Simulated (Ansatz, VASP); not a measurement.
# TiB2 in two plane-wave programs

Wanted: the spread between two codes on one cell, functional and k mesh. The cell is taken from a series of runs on this material, whose earlier steps may have relaxed, scaled, displaced or heated it; both programs get it as it stands.

Main program and level: Ansatz 0.2.0; plane waves, with VASP 6.6.1 beside it; zone-centre phonons at PBEsol.

### 1. Starting point

The structure is hexagonal, space group P6/mmm (No. 191). The conventional cell has a = 2.982 Å, b = 2.982 Å, c = 3.130 Å, α = 90.00°, β = 90.00°, γ = 120.00°. B has 3 B at 1.72 Å and 6 Ti at 2.33 Å nearest. Nearest to Ti lie 12 B at 2.33 Å. Farther neighbours are not listed.

As a file:

```
B Ti
1.0
     2.98178    0.00000    0.00000
    -1.49089    2.58230    0.00000
     0.00000    0.00000    3.13041
B Ti
2 1
Direct
  0.33333 0.66667 0.50000
  0.66667 0.33333 0.50000
  0.00000 0.00000 0.00000
```

### 2. VASP: zone-centre phonons, PBEsol

Second derivatives magnify differences that forces hide, and they need a tight electronic threshold.

Lines of VASP's logs that name or quote its potential files are left out, and so is its time.

The input, INCAR:

```
SYSTEM = TiB2
PREC = Accurate
ENCUT = 500
EDIFF = 1E-08
NELM = 120
ISMEAR = 1
SIGMA = 0.2
LREAL = .FALSE.
ALGO = Normal
GGA = PS
NBANDS = 15
LASPH = .TRUE.
LORBIT = 11
LWAVE = .FALSE.
LCHARG = .FALSE.
ISIF = 2
IBRION = 8
GGA_COMPAT = .FALSE.
KPAR = 2
```

The input, POSCAR:

```
TiB2
1.0
    2.9817777613      0.0000000000      0.0000000000
   -1.4908888807      2.5822952898      0.0000000000
    0.0000000000      0.0000000000      3.1304137337
B Ti
2 1
Direct
    0.3333333333      0.6666666667      0.5000000000
    0.6666666667      0.3333333333      0.5000000000
    0.0000000000      0.0000000000      0.0000000000
```

The input, KPOINTS:

```
Automatic mesh
0
Gamma
15 15 16
0 0 0
```

Potentials, in the order of the species: B and Ti_sv (PBE family, release 64).

On the command line:

```sh
$ mpirun -np 2 vasp_std
```

Numbers of over 12 decimals in the logs are rounded to 6 here.

Log:

```text
[banner, memory and clock lines left out]
running    2 mpi-ranks, on    1 nodes
 distrk:  each k-point on    1 cores,    2 groups
 distr:  one band on    1 cores,    1 groups

 POSCAR found type information on POSCAR B Ti
 POSCAR found :  2 types and       3 ions
|                                                                             |
|               ----> ADVICE to this user running VASP <----                  |
|                                                                             |
|     You enforced a specific xc type in the INCAR file but a different       |
|     [... a line on the potential file left out ...]
|     I HOPE YOU KNOW WHAT YOU ARE DOING!                                     |
|                                                                             |

 LDA part: xc-table for (Slater+PW92), standard interpolation
 POSCAR, INCAR and KPOINTS ok, starting setup
 FFT: planning ... GRIDC
 FFT: planning ... GRID_SOFT
 FFT: planning ... GRID
 WAVECAR not read
 entering main loop
       N       E                     dE             d eps       ncg     rms          rms(c)
DAV:   1     0.122134215324E+03    0.12213E+03   -0.89019E+03  7297   0.135E+03
DAV:   2    -0.232928364239E+02   -0.14543E+03   -0.14078E+03  7724   0.357E+02
DAV:   3    -0.306279517097E+02   -0.73351E+01   -0.72377E+01 10327   0.784E+01
DAV:   4    -0.308293621128E+02   -0.20141E+00   -0.20124E+00  9136   0.115E+01
DAV:   5    -0.308347699103E+02   -0.54078E-02   -0.54076E-02 10633   0.157E+00    0.187E+01
DAV:   6    -0.257234356256E+02    0.51113E+01   -0.19879E+01 10142   0.533E+01    0.418E+00
DAV:   7    -0.257479476790E+02   -0.24512E-01   -0.10658E+00  7710   0.116E+01    0.382E+00
DAV:   8    -0.257538883623E+02   -0.59407E-02   -0.82327E-02 11707   0.240E+00    0.668E-01
DAV:   9    -0.257535011567E+02    0.38721E-03   -0.20719E-02  8908   0.197E+00    0.175E-01
DAV:  10    -0.257534808573E+02    0.20299E-04   -0.35510E-03  9070   0.814E-01    0.159E-01
DAV:  11    -0.257532926978E+02    0.18816E-03   -0.36168E-04  9285   0.219E-01    0.641E-02
DAV:  12    -0.257532797159E+02    0.12982E-04   -0.56858E-05 10101   0.870E-02    0.183E-02
DAV:  13    -0.257532796913E+02    0.24626E-07   -0.48057E-06  8304   0.216E-02    0.534E-03
DAV:  14    -0.257532797572E+02   -0.65977E-07   -0.10381E-06 10480   0.118E-02    0.944E-04
DAV:  15    -0.257532797030E+02    0.54209E-07   -0.45431E-08  8144   0.189E-03    0.530E-04
DAV:  16    -0.257532797090E+02   -0.59629E-08   -0.89033E-09  4986   0.130E-03
   1 F= -.25753280E+02 E0= -.25753296E+02  d E =0.476773E-04
 Linear response reoptimize wavefunctions to high precision
DAV:   1    -0.257532797166E+02   -0.75677E-08   -0.13902E-09  5619   0.535E-04
DAV:   2    -0.257532797166E+02   -0.21600E-10   -0.55247E-11  4044   0.773E-05
 Linear response DOF=           4
 Linear response progress:
  Degree of freedom:   1/  4
       N       E                     dE             d eps       ncg     rms          rms(c)
RMM:   1    -0.511997983022E-01   -0.51200E-01   -0.28182E-02 70103   0.149E+00
RMM:   2    -0.455149675084E-01    0.56848E-02   -0.29754E-03 58920   0.382E-01    0.174E-01
RMM:   3    -0.453004522936E-01    0.21452E-03   -0.11574E-03 59603   0.195E-01    0.857E-02
RMM:   4    -0.458835672770E-01   -0.58311E-03   -0.82133E-04 59380   0.149E-01    0.912E-03
RMM:   5    -0.458791348599E-01    0.44324E-05   -0.15240E-04 72123   0.558E-02    0.337E-03
RMM:   6    -0.459027726474E-01   -0.23638E-04   -0.31791E-05 74402   0.234E-02    0.149E-03
RMM:   7    -0.458960428848E-01    0.67298E-05   -0.65604E-06 73078   0.100E-02    0.468E-04
RMM:   8    -0.459017630294E-01   -0.57201E-05   -0.10889E-06 74173   0.489E-03    0.240E-04
RMM:   9    -0.459002321084E-01    0.15309E-05   -0.73493E-07 74867   0.241E-03    0.679E-05
RMM:  10    -0.459003295766E-01   -0.97468E-07   -0.39926E-07 75625   0.121E-03    0.190E-05
RMM:  11    -0.459004370357E-01   -0.10746E-06   -0.52294E-08 76233   0.625E-04    0.161E-05
RMM:  12    -0.459004385139E-01   -0.14782E-08   -0.11321E-07 74938   0.339E-04    0.151E-05
RMM:  13    -0.459004025216E-01    0.35992E-07   -0.61794E-08 75584   0.186E-04    0.494E-06
RMM:  14    -0.459004013242E-01    0.11974E-08   -0.27104E-08 78142   0.104E-04    0.147E-06
 first order change of Fermi-energy   0.66862E-04
 force on displaced ion       1 direction 1 : -22.245  -0.002   0.000
 Linear response progress:
  Degree of freedom:   2/  4
       N       E                     dE             d eps       ncg     rms          rms(c)
RMM:   1    -0.470873942737E-01   -0.47087E-01    0.10666E-02 23217   0.184E+00
RMM:   2    -0.449946580339E-01    0.20927E-02   -0.26156E-03 21711   0.368E-01    0.132E-01
RMM:   3    -0.449194021938E-01    0.75256E-04   -0.11303E-03 22246   0.193E-01    0.639E-02
RMM:   4    -0.453700145080E-01   -0.45061E-03   -0.58265E-04 22704   0.134E-01    0.125E-02
RMM:   5    -0.454236178377E-01   -0.53603E-04   -0.12483E-04 25858   0.564E-02    0.361E-03
RMM:   6    -0.454517025333E-01   -0.28085E-04   -0.24420E-05 26675   0.251E-02    0.143E-03
RMM:   7    -0.454400037229E-01    0.11699E-04   -0.58535E-06 26174   0.117E-02    0.592E-04
RMM:   8    -0.454435620408E-01   -0.35583E-05   -0.17420E-05 26670   0.587E-03    0.169E-04
RMM:   9    -0.454434868263E-01    0.75215E-07   -0.57796E-06 26847   0.284E-03    0.125E-04
RMM:  10    -0.454433300447E-01    0.15678E-06   -0.34820E-06 26286   0.150E-03    0.116E-04
RMM:  11    -0.454438700461E-01   -0.54000E-06   -0.16673E-06 26180   0.771E-04    0.509E-05
RMM:  12    -0.454438655060E-01    0.45400E-08   -0.82227E-07 27720   0.399E-04    0.286E-05
RMM:  13    -0.454438795772E-01   -0.14071E-07   -0.40123E-07 27188   0.216E-04    0.575E-05
RMM:  14    -0.454438187703E-01    0.60807E-07   -0.15836E-07 25692   0.130E-04    0.261E-05
RMM:  15    -0.454438149709E-01    0.37994E-08   -0.60160E-08 27134   0.705E-05    0.170E-05
 first order change of Fermi-energy  -0.29290E-03
 force on displaced ion       1 direction 3 :   0.000   0.000 -11.198
 Linear response progress:
  Degree of freedom:   3/  4
       N       E                     dE             d eps       ncg     rms          rms(c)
RMM:   1    -0.687724986474E+00   -0.68772E+00    0.53245E+00 17485   0.135E+02
RMM:   2    -0.647329515081E+00    0.40395E-01   -0.32912E-01 29125   0.515E+00    0.190E-01
RMM:   3    -0.645756272762E+00    0.15732E-02   -0.22722E-02 34296   0.125E+00    0.853E-02
RMM:   4    -0.645554303857E+00    0.20197E-03   -0.12436E-02 38275   0.567E-01    0.174E-02
RMM:   5    -0.646408944516E+00   -0.85464E-03   -0.12148E-03 39340   0.198E-01    0.886E-03
RMM:   6    -0.646709653607E+00   -0.30071E-03   -0.29701E-04 40824   0.847E-02    0.484E-03
RMM:   7    -0.646941548106E+00   -0.23189E-03   -0.70753E-05 38825   0.395E-02    0.582E-04
RMM:   8    -0.646956758661E+00   -0.15211E-04   -0.23834E-05 42200   0.177E-02    0.307E-04
RMM:   9    -0.646968956413E+00   -0.12198E-04   -0.14017E-05 41505   0.936E-03    0.116E-04
RMM:  10    -0.646972090187E+00   -0.31338E-05   -0.99620E-06 42732   0.506E-03    0.138E-04
RMM:  11    -0.646983024173E+00   -0.10934E-04   -0.82723E-06 39197   0.329E-03    0.122E-04
RMM:  12    -0.646980732658E+00    0.22915E-05   -0.59367E-06 41776   0.216E-03    0.163E-05
RMM:  13    -0.646980554192E+00    0.17847E-06   -0.38208E-06 42720   0.153E-03    0.141E-05
RMM:  14    -0.646980275711E+00    0.27848E-06   -0.27354E-06 41951   0.117E-03    0.381E-05
RMM:  15    -0.646980744707E+00   -0.46900E-06   -0.30448E-06 40393   0.950E-04    0.343E-05
RMM:  16    -0.646980404859E+00    0.33985E-06   -0.20108E-06 40714   0.798E-04    0.458E-05
RMM:  17    -0.646980407496E+00   -0.26377E-08   -0.10737E-06 41057   0.679E-04    0.481E-05
RMM:  18    -0.646980493540E+00   -0.86044E-07   -0.85595E-07 41302   0.589E-04    0.497E-05
RMM:  19    -0.646980809672E+00   -0.31613E-06   -0.38446E-07 36803   0.524E-04    0.518E-05
 first order change of Fermi-energy   0.41273E-03
 force on displaced ion       3 direction 1 : -17.123   0.000   0.000
 Linear response progress:
  Degree of freedom:   4/  4
       N       E                     dE             d eps       ncg     rms          rms(c)
RMM:   1    -0.786849944839E+00   -0.78685E+00   -0.16102E+00  7519   0.131E+02
RMM:   2    -0.734721955307E+00    0.52128E-01   -0.30819E-01 11977   0.476E+00    0.209E-01
RMM:   3    -0.733790316007E+00    0.93164E-03   -0.23870E-02 13953   0.119E+00    0.948E-02
RMM:   4    -0.734299726353E+00   -0.50941E-03   -0.16275E-02 15272   0.584E-01    0.243E-02
RMM:   5    -0.735224640405E+00   -0.92491E-03   -0.15660E-03 16148   0.193E-01    0.191E-02
RMM:   6    -0.736614446472E+00   -0.13898E-02   -0.31009E-04 14204   0.100E-01    0.118E-02
RMM:   7    -0.736197402254E+00    0.41704E-03   -0.83842E-05 15249   0.430E-02    0.925E-04
RMM:   8    -0.736212691305E+00   -0.15289E-04   -0.53826E-05 16787   0.200E-02    0.630E-04
RMM:   9    -0.736228171680E+00   -0.15480E-04   -0.11957E-05 16943   0.998E-03    0.247E-04
RMM:  10    -0.736232124882E+00   -0.39532E-05   -0.19837E-05 16780   0.568E-03    0.183E-04
RMM:  11    -0.736233763922E+00   -0.16390E-05   -0.13911E-05 16993   0.345E-03    0.171E-04
RMM:  12    -0.736236680930E+00   -0.29170E-05   -0.11330E-05 16620   0.237E-03    0.118E-04
RMM:  13    -0.736244209592E+00   -0.75287E-05   -0.86596E-06 15397   0.187E-03    0.794E-05
RMM:  14    -0.736241756281E+00    0.24533E-05   -0.69808E-06 16082   0.139E-03    0.144E-05
RMM:  15    -0.736242236717E+00   -0.48044E-06   -0.58667E-06 16638   0.108E-03    0.143E-05
RMM:  16    -0.736242246254E+00   -0.95367E-08   -0.50391E-06 17647   0.883E-04    0.192E-05
RMM:  17    -0.736242160647E+00    0.85606E-07   -0.37579E-06 16844   0.732E-04    0.261E-05
RMM:  18    -0.736241798619E+00    0.36203E-06   -0.27917E-06 16052   0.628E-04    0.283E-05
RMM:  19    -0.736241729421E+00    0.69198E-07   -0.21355E-06 15751   0.539E-04    0.375E-05
RMM:  20    -0.736241698197E+00    0.31224E-07    0.69187E-08 14542   0.476E-04    0.297E-05
RMM:  21    -0.736242152454E+00   -0.45426E-06   -0.38815E-06 15609   0.409E-04    0.263E-05
RMM:  22    -0.736241504209E+00    0.64824E-06    0.25629E-06 15686   0.355E-04    0.248E-05
RMM:  23    -0.736242015006E+00   -0.51080E-06   -0.14467E-06 15650   0.309E-04    0.234E-05
RMM:  24    -0.736241836172E+00    0.17883E-06    0.15182E-07 15976   0.270E-04    0.239E-05
 first order change of Fermi-energy   0.21600E-02
 force on displaced ion       3 direction 3 :   0.000  -0.000 -17.862
 Linear response finished
```

OUTCAR, selected parts (step 2):

```text
ion  position               nearest neighbor table
   1  0.333  0.667  0.500-   2 1.72   2 1.72   2 1.72   3 2.33   3 2.33   3 2.33   3 2.33   3 2.33
                             3 2.33
   2  0.667  0.333  0.500-   1 1.72   1 1.72   1 1.72   3 2.33   3 2.33   3 2.33   3 2.33   3 2.33
                             3 2.33
   3  0.000  0.000  0.000-   1 2.33   2 2.33   1 2.33   2 2.33   2 2.33   2 2.33   1 2.33   1 2.33
                             2 2.33   2 2.33   1 2.33   1 2.33

  LATTYP: Found a hexagonal cell.
 ALAT       =     2.9817777613
 C/A-ratio  =     1.0498481055

 Subroutine GETGRP returns: Found 24 space group operations
 (whereof 24 operations were pure point group operations)

The static configuration has the point symmetry D_6h.

 Found    243 irreducible k-points:

   k-points           NKPTS =    243   k-points in BZ     NKDIM =    243   number of bands    NBANDS=     15

   dimension x,y,z NGX =    24 NGY =   24 NGZ =   24
   dimension x,y,z NGXF=    48 NGYF=   48 NGZF=   48

   ENCUT  =  500.0 eV  36.75 Ry    6.06 a.u.   5.44  5.44  5.71*2*pi/ulx,y,z

   NELECT =      18.0000    total number of electrons

 k-points in reciprocal lattice and weights: Automatic mesh
   0.00000000  0.00000000  0.00000000       0.000
   0.06666667  0.00000000  0.00000000       0.002
   0.13333333  0.00000000  0.00000000       0.002
   0.20000000  0.00000000  0.00000000       0.002
   0.26666667  0.00000000  0.00000000       0.002
   0.33333333  0.00000000  0.00000000       0.002
   0.40000000 -0.00000000  0.00000000       0.002
   0.46666667  0.00000000  0.00000000       0.002
   0.06666667  0.06666667  0.00000000       0.002
[...]
0.33333333  0.26666667  0.50000000       0.003
   0.33333333  0.33333333  0.50000000       0.001

 average (electrostatic) potential at core
       1 -21.6541       2 -21.6541       3 -69.8188

  Total        1.8202276      1.8202276      1.7972067     -0.0000000     -0.0000000      0.0000000
  in kB      120.9910823    120.9910823    119.4608760     -0.0000000     -0.0000000      0.0000000
  external PRESSURE =     120.4810135 kB  Pullay stress =       0.0000000 kB

  energy-cutoff  :      500.00
  volume of cell :       24.10
      direct lattice vectors                 reciprocal lattice vectors
     2.981777761  0.000000000  0.000000000     0.335370400  0.193626191  0.000000000
    -1.490888881  2.582295290  0.000000000     0.000000000  0.387252381  0.000000000
     0.000000000  0.000000000  3.130413734     0.000000000  0.000000000  0.319446592

 POSITION                                       TOTAL-FORCE (eV/Angst)
 -----------------------------------------------------------------------------------
     -0.00000      1.72153      1.56521        -0.000000     -0.000000     -0.000000
      1.49089      0.86077      1.56521         0.000000      0.000000      0.000000
      0.00000      0.00000      0.00000        -0.000000     -0.000000      0.000000
 -----------------------------------------------------------------------------------
    total drift:                               -0.000000      0.000000      0.000000

 Eigenvectors and eigenvalues of the dynamical matrix
 ----------------------------------------------------

   1 f  =   28.509636 THz   179.131326 2PiTHz  950.979093 cm-1   117.906327 meV
             X         Y         Z           dx          dy          dz
     -0.000000  1.721530  1.565207    -0.205519    0.676581   -0.000000
      1.490889  0.860765  1.565207     0.205519   -0.676581    0.000000
      0.000000  0.000000  0.000000     0.000000   -0.000000   -0.000000

   2 f  =   28.509636 THz   179.131326 2PiTHz  950.979093 cm-1   117.906327 meV
             X         Y         Z           dx          dy          dz
     -0.000000  1.721530  1.565207    -0.676581   -0.205519   -0.000000
      1.490889  0.860765  1.565207     0.676581    0.205519    0.000000
      0.000000  0.000000  0.000000     0.000000    0.000000    0.000000

   3 f  =   17.450007 THz   109.641625 2PiTHz  582.069566 cm-1    72.167396 meV
             X         Y         Z           dx          dy          dz
     -0.000000  1.721530  1.565207     0.000000   -0.000000   -0.707107
      1.490889  0.860765  1.565207     0.000000   -0.000000    0.707107
      0.000000  0.000000  0.000000    -0.000000    0.000000    0.000000

   4 f  =   17.116264 THz   107.544662 2PiTHz  570.937128 cm-1    70.787150 meV
             X         Y         Z           dx          dy          dz
     -0.000000  1.721530  1.565207     0.000000   -0.000000   -0.586849
      1.490889  0.860765  1.565207     0.000000   -0.000000   -0.586849
      0.000000  0.000000  0.000000    -0.000000    0.000000    0.557867

   5 f  =   16.744802 THz   105.210692 2PiTHz  558.546461 cm-1    69.250904 meV
             X         Y         Z           dx          dy          dz
     -0.000000  1.721530  1.565207     0.170502   -0.561313    0.000000
      1.490889  0.860765  1.565207     0.170502   -0.561313    0.000000
      0.000000  0.000000  0.000000    -0.162270    0.534211   -0.000000

   6 f  =   16.744802 THz   105.210692 2PiTHz  558.546461 cm-1    69.250904 meV
             X         Y         Z           dx          dy          dz
     -0.000000  1.721530  1.565207    -0.561313   -0.170502   -0.000000
      1.490889  0.860765  1.565207    -0.561313   -0.170502    0.000000
      0.000000  0.000000  0.000000     0.534211    0.162270   -0.000000

   7 f/i=    0.002152 THz     0.013522 2PiTHz    0.071785 cm-1     0.008900 meV
             X         Y         Z           dx          dy          dz
     -0.000000  1.721530  1.565207     0.000000   -0.000000    0.394471
      1.490889  0.860765  1.565207     0.000000   -0.000000    0.394471
      0.000000  0.000000  0.000000     0.000000   -0.000000    0.829930

   8 f/i=    0.011104 THz     0.069771 2PiTHz    0.370401 cm-1     0.045924 meV
             X         Y         Z           dx          dy          dz
     -0.000000  1.721530  1.565207    -0.011605    0.394616    0.000000
      1.490889  0.860765  1.565207    -0.011605    0.394616    0.000000
      0.000000  0.000000  0.000000    -0.024388    0.829272    0.000000

   9 f/i=    0.011104 THz     0.069771 2PiTHz    0.370401 cm-1     0.045924 meV
             X         Y         Z           dx          dy          dz
     -0.000000  1.721530  1.565207    -0.394616   -0.011605   -0.000000
      1.490889  0.860765  1.565207    -0.394616   -0.011605   -0.000000
      0.000000  0.000000  0.000000    -0.829272   -0.024388   -0.000000

 ELASTIC MODULI CONTR FROM IONIC RELAXATION (kBar)
 Direction    XX          YY          ZZ          XY          YZ          ZX
 --------------------------------------------------------------------------------
 XX         -72.4588     72.4588     -0.0000      0.0000     -0.0000     -0.0000
 YY          72.4588    -72.4588     -0.0000      0.0000      0.0000      0.0000
 ZZ          -0.0000     -0.0000     -0.0000      0.0000     -0.0000     -0.0000
 XY           0.0000      0.0000      0.0000    -72.4588      0.0000      0.0000
 YZ          -0.0000      0.0000     -0.0000      0.0000     -0.0000     -0.0000
 ZX          -0.0000      0.0000     -0.0000      0.0000     -0.0000     -0.0000
 --------------------------------------------------------------------------------
```

Energies printed during the response cycles are not total energies of the cell. The PAW data sets were made with PBE, which is usual practice but a small mismatch for other functionals.

(Part 1 of 2 ends here.)

[Lines on the potential files, build, host, timing and source positions are cut from VASP's logs without a mark.]

[Logs are printed without paths, hosts, clocks, repeated set-up lines and the standing remarks that a program may print on its own settings, such as how far it seeks lower states.]

[Hosts, paths, dates, database ids (printed as entryN), source tags and the programs' standing remarks are cut or masked in the printed files.]
